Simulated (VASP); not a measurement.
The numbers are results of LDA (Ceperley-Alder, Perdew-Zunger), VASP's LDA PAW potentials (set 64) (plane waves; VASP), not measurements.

The input files of a VASP run:

INCAR:
```
LREAL  =  F   ! projection in real space or not
LMAXMIX  =  4
LCHARG  =  F
PREC  =  Accurate
SYSTEM  =  TiTe2
LASPH  =  T   ! aspherical one-centre terms
LWAVE  =  F
ENCUT  =  400
SIGMA  =  0.1   ! width (eV)
IBRION  =  2   ! conjugate gradients
NSW  =  60   ! most ionic steps
EDIFF  =  1E-6
ISMEAR  =  1
ALGO  =  Normal
ISIF  =  3   ! ions, shape and volume
NELM  =  100   ! most electronic steps
EDIFFG  =  -0.02
```

### KPOINTS
```
Automatic mesh
0
Gamma
9 9 5
0 0 0
```

**POSCAR**
```
TiTe2
1
    3.6873315393     0.0000000000     0.0000000000
   -1.8436657696     3.1933227768     0.0000000000
   -0.0000000000    -0.0000000000     6.2752641946
Ti Te
1 2
Direct
  1.0000000000   0.0000000000   1.0000000000
  0.6666670000   0.3333330000   0.7302224267
  0.3333330000   0.6666670000   0.2697775733
```

POTCAR, in this order: Ti_sv Te (LDA.64 set). Program: vasp_std.

Unless said otherwise, spin-orbit coupling is left out, though it shifts the bands of the heavy elements here.

Estimate the energy per atom (σ→0), volume per atom, band gap (on the k-mesh).

The energy per atom (σ→0) comes out as -6.115 eV/atom, the band gap (on the k-mesh) is none (metal, semimetal or under 0.01 eV) and the volume per atom is 24.49 Å³/atom.

**OSZICAR**
```
...
DAV:   1    -0.183490580545E+02   -0.35008E-02   -0.13277E-01  1672   0.450E+00    0.405E-01
DAV:   2    -0.183486418805E+02    0.41617E-03   -0.48063E-02  2000   0.157E+00    0.345E-01
DAV:   3    -0.183465522282E+02    0.20897E-02   -0.22628E-02  2112   0.941E-01    0.179E-01
DAV:   4    -0.183461281673E+02    0.42406E-03   -0.13315E-03  2368   0.311E-01    0.352E-02
DAV:   5    -0.183461243551E+02    0.38122E-05   -0.12199E-04  2120   0.784E-02    0.216E-02
DAV:   6    -0.183461229716E+02    0.13835E-05   -0.10399E-05  1944   0.258E-02    0.127E-02
DAV:   7    -0.183461228701E+02    0.10150E-06   -0.45277E-06  1904   0.178E-02
   4 F= -.18346123E+02 E0= -.18346159E+02  d E =-.565334E-03
```

The structure comes from a computed database's TiTe2 entry (P-3m1); how it stands against other phases isn't given here. This run relaxes it. Symmetry was kept, so distortions that lower it aren't found. The start is the result of an earlier pass.
